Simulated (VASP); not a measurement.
Runs of VASP 6.6.1 on Pt. Symmetry: Fm-3m, No. 225, cubic system. Conventional cell: a = 3.922 Å, b = 3.922 Å, c = 3.922 Å, α = 90.00°, β = 90.00°, γ = 90.00°. Pt (site symmetry m-3m) has 12 Pt at 2.77 Å as nearest neighbours. 

```tsv
k mesh	mesh quality	gap on the mesh (eV)	pressure (GPa)
14 × 14 × 14	not flagged	none	9.4
6 × 6 × 6	coarse	none	(a)
12 × 12 × 12	not flagged	none	(b)
4 × 4 × 4	coarse	none	7.7
24 × 24 × 24	not flagged	none	9.5
```

Alike in all rows: task single point; level PBE; potentials or basis VASP PAW PBE potentials, release 64 (Pt); no spin polarisation; cell as given; cutoff (eV) 520; smearing gaussian 0.1 eV.

Q: Fill in the values left out.

A: (a) 6.8; (b) 9.7.

Caveats: some runs use coarse meshes.

A k mesh can miss the band edges, and the runs leave out spin-orbit coupling on Pt.

A gap of «none» marks a metal or a gap under the smearing width.

Not every run made on this cell is shown here.
